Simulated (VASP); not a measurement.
VASP input:

### INCAR
```
SYSTEM = Sb
PREC = Accurate
ENCUT = 300
EDIFF = 1E-6
NELM = 100
ALGO = Normal
LREAL = .FALSE.
LASPH = .TRUE.
ISMEAR = 0
SIGMA = 0.272
GGA = PS
LMAXMIX = 4
LWAVE = .FALSE.
LCHARG = .FALSE.
ISIF = 2
```

File POSCAR:
```
Sb
1
    3.1514820000     0.0000000000     0.0000000000
    0.0000000000     3.1514820000     0.0000000000
    0.0000000000     0.0000000000     3.1514820000
Sb
1
Direct
  0.0000000000   0.0000000000   0.0000000000
```

File KPOINTS:
```
K-points
0
Gamma
14 14 14
```

POTCAR, in this order: Sb (PBE.64 set). Program: vasp_std.

### Question
Write an equivalent input for Quantum ESPRESSO's pw.x.

### Answer
One equivalent input (not run):
```
&CONTROL
  calculation = 'scf'
  pseudo_dir = './pseudo'
  outdir = './out'
  tprnfor = .true.
  tstress = .true.
/
&SYSTEM
  ibrav = 0
  nat = 1
  ntyp = 1
  ecutwfc = 80
  occupations = 'smearing'
  smearing = 'gaussian'
  degauss = 0.01999
  input_dft = 'pbesol'
/
&ELECTRONS
  conv_thr = 7.3e-08
  electron_maxstep = 100
/
ATOMIC_SPECIES
  Sb 121.760 Sb.upf
CELL_PARAMETERS angstrom
     3.1514820    0.0000000    0.0000000
     0.0000000    3.1514820    0.0000000
     0.0000000    0.0000000    3.1514820
ATOMIC_POSITIONS crystal
  Sb   0.0000000  0.0000000  0.0000000
K_POINTS automatic
  14 14 14 0 0 0
```
What does not carry over: the potentials are each code's own (VASP's PAW set, PseudoDojo norm-conserving files in pw.x), so ENCUT and ecutwfc are chosen apart and not converted; conv_thr bounds pw.x's estimated SCF error, while EDIFF bounds the energy change between steps.

The structure comes from a computed database's Sb entry (Pm-3m); how it stands against other phases isn't given here. The cell was not relaxed at this level.
